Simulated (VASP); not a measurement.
Consider the following.

```
Ta2C
1.0
    3.11489     0.00000     0.00000
   -1.55744     2.69757     0.00000
    0.00000     0.00000     4.93930
Ta C
2 1
Direct
  0.33333   0.66667   0.25390
  0.66667   0.33333   0.74610
  0.00000   0.00000   0.00000
```

These are LDA (Ceperley-Alder, Perdew-Zunger), VASP's LDA PAW potentials (set 64) (plane waves; VASP 6.6.1) values and carry that method's errors. Run with 400 eV cut-off, 12×12×7 Γ-centred mesh, Gaussian smearing of 0.20 eV, potentials Ta_pv C.

Q: Give the energies of bands 8 to 16 at the high-symmetry points, in eV from the Fermi level.

A: 
| band | Γ | M | K | A | L | H |
|---|---|---|---|---|---|---|
| 8 | -6.73 | -6.65 | -5.23 | -7.54 | -6.66 | -5.65 |
| 9 | -3.52 | -4.26 | -5.23 | -3.77 | -4.54 | -5.65 |
| 10 | -3.52 | -3.94 | -3.78 | -3.77 | -3.49 | -4.06 |
| 11 | -2.89 | -3.67 | -2.50 | -1.81 | -2.45 | -1.55 |
| 12 | 0.01 | -1.75 | -1.75 | -1.45 | -1.09 | -1.09 |
| 13 | 0.48 | -0.21 | -1.75 | -0.31 | -0.95 | -1.09 |
| 14 | 0.48 | 3.27 | 2.52 | -0.31 | 1.45 | 1.29 |
| 15 | 1.07 | 3.37 | 2.52 | 2.92 | 1.48 | 2.38 |
| 16 | 1.07 | 4.58 | 3.64 | 2.92 | 4.20 | 2.38 |

It has no gap at this level: it comes out as a metal or semimetal.

The structure comes from a computed database's Ta2C entry (P-3m1); how it stands against other phases isn't given here. The cell was not relaxed at this level.
